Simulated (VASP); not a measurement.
OSZICAR of a VASP run on NiSi2 (fluorite):

File OSZICAR:
```
       N       E                     dE             d eps       ncg     rms          rms(c)
DAV:   1     0.668538768026E+02    0.66854E+02   -0.78387E+03  1238   0.139E+03
DAV:   2    -0.169740467356E+02   -0.83828E+02   -0.78473E+02  1237   0.245E+02
DAV:   3    -0.211790151965E+02   -0.42050E+01   -0.41079E+01  1590   0.614E+01
DAV:   4    -0.212626698082E+02   -0.83655E-01   -0.83527E-01  1442   0.819E+00
DAV:   5    -0.212648395985E+02   -0.21698E-02   -0.21696E-02  1615   0.140E+00    0.173E+01
DAV:   6    -0.261648966453E+02   -0.49001E+01   -0.59389E+01  1325   0.191E+02    0.257E+01
DAV:   7    -0.191203611108E+02    0.70445E+01   -0.17228E+01  1467   0.118E+02    0.419E+00
DAV:   8    -0.190332081330E+02    0.87153E-01   -0.23680E+00  1774   0.261E+01    0.261E+00
DAV:   9    -0.189838002969E+02    0.49408E-01   -0.28131E-01  1519   0.106E+01    0.599E-01
DAV:  10    -0.189818368883E+02    0.19634E-02   -0.10577E-02  1688   0.212E+00    0.272E-01
DAV:  11    -0.189817531621E+02    0.83726E-04   -0.85135E-04  1609   0.243E-01    0.571E-02
DAV:  12    -0.189817720300E+02   -0.18868E-04   -0.32497E-05  1592   0.862E-02    0.212E-02
DAV:  13    -0.189817675260E+02    0.45040E-05   -0.14922E-05  1675   0.959E-02    0.722E-03
DAV:  14    -0.189817674974E+02    0.28642E-07   -0.15452E-06   915   0.151E-02
   1 F= -.18981767E+02 E0= -.18981339E+02  d E =-.189818E+02
```

Task: Which electronic solver shows in the log?

Result: It is blocked Davidson (ALGO = Normal, or the opening steps of other solvers). The INCAR had ALGO = Normal.

Task: How was spin treated?

Result: Without spin polarisation: there is no mag entry.

Task: Can the final energy be trusted as converged?

Result: Self-consistency was reached. It stopped with EDIFF = 1E-6, NELM = 100, NSW = 40 and EDIFFG = -0.02 after 1 ionic step (PBEsol GGA, plane waves, VASP's PBE PAW potentials (set 64)).

The compound is NiSi2 in the fluorite structure. It was relaxed first. The run is not spin-polarised, so no magnetic state was tried.
